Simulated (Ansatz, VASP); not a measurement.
# Cross-check of SnGeTe2 (CuAu-ordered zincblende type (invented)) between VASP and Ansatz, part 2 of 2

Aim: how closely do two programs agree when they are given the same cell, functional and k mesh? The cell is generated by rule, not measured, and may not be a known phase. The two relaxations start from unlike cells of this crystal (the structure described is Ansatz's start), so only their ends are compared.

VASP 6.6.1 and Ansatz 0.2.0.

So far: Set-up; VASP: relaxation of cell and atoms, PBEsol, pair 1; Ansatz: relaxation of cell and atoms, PBEsol, pair 1.

**4. Differences**

Known differences besides the potentials themselves: the data sets hold 60 valence electrons in Ansatz (on its default PAW (the set named soft_2) files) and 40 in VASP; the cutoff is 420 eV in Ansatz and 500 eV in VASP; Ansatz makes its cores anew for this functional, VASP keeps those of its PBE data sets; Ansatz adds a Pulay correction to the stress that steers its cell, VASP none. Total energies have different zeros and are not compared.

Compared:

```csv
quantity,Ansatz,VASP,difference
volume (Å³),156.56,145.61,+7.52 %
"edge a after relaxation, in the typed setting (Å)",4.768,4.251,+12.17 %
"edge c after relaxation, in the typed setting (Å)",6.887,8.059,-14.54 %
```

**5. VASP: relaxation of cell and atoms, PBEsol, pair 2**

The relaxed volume is the usual yardstick between codes: in a stiff, nearly cubic crystal its relative difference is about their pressure difference at one cell divided by the bulk modulus. Its start cell is another than that of the pair before, and may be another structure of the material.

The input, INCAR:

```
SYSTEM = SnGeTe2
PREC = Accurate
ENCUT = 500
EDIFF = 1E-07
NELM = 120
ISMEAR = 0
SIGMA = 0.1
LREAL = .FALSE.
ALGO = Normal
GGA = PS
NBANDS = 26
LORBIT = 11
LWAVE = .FALSE.
LCHARG = .FALSE.
ISIF = 3
IBRION = 2
NSW = 80
EDIFFG = -0.005
LASPH = .TRUE.
GGA_COMPAT = .FALSE.
NELMIN = 4
KPAR = 2
```

The input, POSCAR:

```
SnGeTe2
1.0
    4.0717043531      0.0000000000      0.0000000000
    0.0000000000      4.0717043531      0.0000000000
    0.0000000000      0.0000000000      8.3121876584
Ge Sn Te
1 1 2
Direct
    0.0000000000      0.0000000000      0.0000000000
    0.5000001049      0.5000001049      0.5000000000
    0.0000000000      0.5000001049      0.2296473819
    0.5000001049      0.0000000000      0.7703524729
```

The input, KPOINTS:

```
Automatic mesh
0
Gamma
10 10 6
0 0 0
```

PAW data sets: Ge_d, Sn_d and Te (PBE family, release 64).

Run with:

```
mpirun -np 2 vasp_std
```

Numbers of over 12 decimals in the logs are rounded to 6 here.

The log of the run:

```text
[banner, memory and clock lines left out]
running    2 mpi-ranks, on    1 nodes
[...]
[... a notice as in an earlier step ...]

 LDA part: xc-table for (Slater+PW92), standard interpolation
 POSCAR, INCAR and KPOINTS ok, starting setup
[...]
entering main loop
       N       E                     dE             d eps       ncg     rms          rms(c)
DAV:   1     0.311011595900E+03    0.31101E+03   -0.18671E+04  4852   0.218E+03
DAV:   2     0.333282026855E+02   -0.27768E+03   -0.27178E+03  4504   0.550E+02
DAV:   3    -0.134120214229E+02   -0.46740E+02   -0.46047E+02  5416   0.165E+02
DAV:   4    -0.157471654007E+02   -0.23351E+01   -0.23233E+01  4984   0.402E+01
[...]
DAV:  12    -0.157046776938E+02   -0.11917E-05   -0.40228E-06  4940   0.131E-02    0.105E-02
DAV:  13    -0.157046775386E+02    0.15514E-06   -0.83105E-07  4558   0.527E-03    0.814E-04
DAV:  14    -0.157046775279E+02    0.10674E-07   -0.71802E-08  2384   0.186E-03
   1 F= -.15704678E+02 E0= -.15699574E+02  d E =-.157047E+02
[... from here on, the cycles between the ionic steps are left out ...]
   2 F= -.15704702E+02 E0= -.15699587E+02  d E =-.244479E-04
   3 F= -.15704704E+02 E0= -.15699585E+02  d E =-.266413E-04
   4 F= -.15704725E+02 E0= -.15699600E+02  d E =-.206428E-04
 trial-energy change:   -0.000021  1 .order   -0.000020   -0.000025   -0.000016
 step:   2.7041(harm=  2.7041)  dis= 0.00026  next Energy=   -15.704737 (dE=-0.331E-04)
 reached required accuracy - stopping structural energy minimisation
```

Parts of OUTCAR (step 5):

```text
  Total       -0.0183745     -0.0183745     -0.0108146      0.0000000      0.0000000      0.0000000
  in kB       -0.2137167     -0.2137167     -0.1257858      0.0000000      0.0000000      0.0000000
  external PRESSURE =      -0.1844064 kB  Pullay stress =       0.0000000 kB

 POSITION                                       TOTAL-FORCE (eV/Angst)
 -----------------------------------------------------------------------------------
      4.06868      0.00000      0.00000        -0.000000      0.000000      0.000000
      2.03434      2.03434      4.16056        -0.000000      0.000000      0.000000
      4.06868      2.03434      1.91118         0.000000      0.000000     -0.000836
      2.03434      0.00000      6.40993         0.000000      0.000000      0.000836
 -----------------------------------------------------------------------------------
    total drift:                               -0.000383     -0.000383      0.000232

  FREE ENERGIE OF THE ION-ELECTRON SYSTEM (eV)
  ---------------------------------------------------
  free  energy   TOTEN  =       -15.7047248121 eV

  energy  without entropy=      -15.6944756045  energy(sigma->0) =      -15.69960021

[... 1 part as in an earlier step ...]

[... 3 further parts left out ...]
[key lines of the parts left out:]
E-fermi :   4.7436
```

**6. Ansatz: relaxation of cell and atoms, PBEsol, pair 2**

Its own start cell and the same functional, mesh and smearing now go to Ansatz, which takes its cutoff from its data sets.

The two relaxations start from unlike cells of this crystal (the structure described is Ansatz's start), so only their ends are compared.

The input, input.yaml:

```yaml
crystal:
  lattice:
    - [4.7678133648, 0.0, 0.0]
    - [0.0, 4.7678133648, 0.0]
    - [0.0, 0.0, 6.887117842]
  atoms:
    - { symbol: Ge, position: [0.0, 0.0, 0.0] }
    - { symbol: Sn, position: [0.5, 0.5, 0.5] }
    - { symbol: Te, position: [0.0, 0.5, 0.2264611292] }
    - { symbol: Te, position: [0.5, 0.0, 0.7735388708] }
kpoints:
  mp_grid: { grid: [10, 10, 6] }
hamiltonian:
  xc: pbesol
scf:
  occupations: { method: gaussian, width: 0.1 }
output:
  forces: true
  stress: true
  eigenvalues: true
relax:
  adjacent_minimum: "off"
  f_tol: 0.005
  max_steps: 80
  cell: { stress_tol: 0.05 }
```

Run with:

```
ansatz run input.yaml --threads 2 --pin off --max-ram 5120MiB --backend cpu --events-out ev --progress --plain --runs-dir out
```

The log of the run:

```text
[...]
Crystal: 4 atoms, lattice volume = 156.558 Å³
Basis set: ecut = 420 eV, 3015 PW (Γ), exchange–correlation on 64×64×96 points (8 copies of the dense FFT grid, shifted against one another)
Bands: 36, of which v1, the nominal top of the filled ones, is band 30 counted from 1 (29 counted from 0)
Symmetry: 8 space group operations
[...]
k-points: 84 of 600 (time reversal used)
[...]
--- Relaxed structure (16 steps of the walk, 15 accepted, 2 SCFs on fresh bases) ---
[...]
cell:  # Å, volume = 137.7295 Å³
    - [4.069178, 0, 0]
    - [0, 4.069178, 0.0]
    - [0, 0.0, 8.317902]
  atoms:
    - { symbol: Ge, position: [0, 0, 0] }
    - { symbol: Sn, position: [0.5, 0.5, 0.5] }
    - { symbol: Te, position: [0, 0.5, 0.229630] }
    - { symbol: Te, position: [0.5, 0, 0.770370] }
[key lines of the parts left out:]
SCF converged after 6 iterations
Free energy (F): -24005.763591 eV
Fermi energy:    7.267193 eV
P = ⅓ Tr σ = -0.0023 GPa (-0.023 kbar)
```

**7. Comparison**

What differs besides the data sets and the points named for the pairs above, as far as they apply: the data sets hold 60 valence electrons in Ansatz (on its default PAW (the set named soft_2) files) and 40 in VASP. Total energies have different zeros and are not compared.

Both answers:

```csv
quantity,Ansatz,VASP,difference
volume (Å³),137.73,137.75,-0.01 %
"edge a after relaxation, in the typed setting (Å)",4.069,4.069,+0.01 %
"edge c after relaxation, in the typed setting (Å)",8.318,8.321,-0.04 %
```

**8. Results**

| Quantity | Value |
| --- | --- |
| difference in edge c after relaxation, in the typed setting (relaxation of cell and atoms, PBEsol, pair 1) | -15 % |
| difference in edge c after relaxation, in the typed setting (relaxation of cell and atoms, PBEsol, pair 2) | -0.038 % |

The difference in edge c after relaxation, in the typed setting is -15 % (relaxation of cell and atoms, PBEsol, pair 1), beyond the 1.2 % picked in this series as the mark of a large difference, as far as the stopping tolerances let one tell. The data sets hold unlike numbers of valence electrons (60 in Ansatz and 40 in VASP), so part of the differences comes from the potentials. What causes the difference of the relaxation of cell and atoms, PBEsol, pair 1 pair stays open here. 1 further run of this series is not shown here. How closely two codes agree says nothing of how well the functional describes the real material.

[Lines on the potential files, build, host, timing and source positions are cut from VASP's logs without a mark.]

[Logs are printed without paths, hosts, clocks, repeated set-up lines and the standing remarks that a program may print on its own settings, such as how far it seeks lower states.]

[Hosts, paths, dates, database ids (printed as entryN), source tags and the programs' standing remarks are cut or masked in the printed files.]
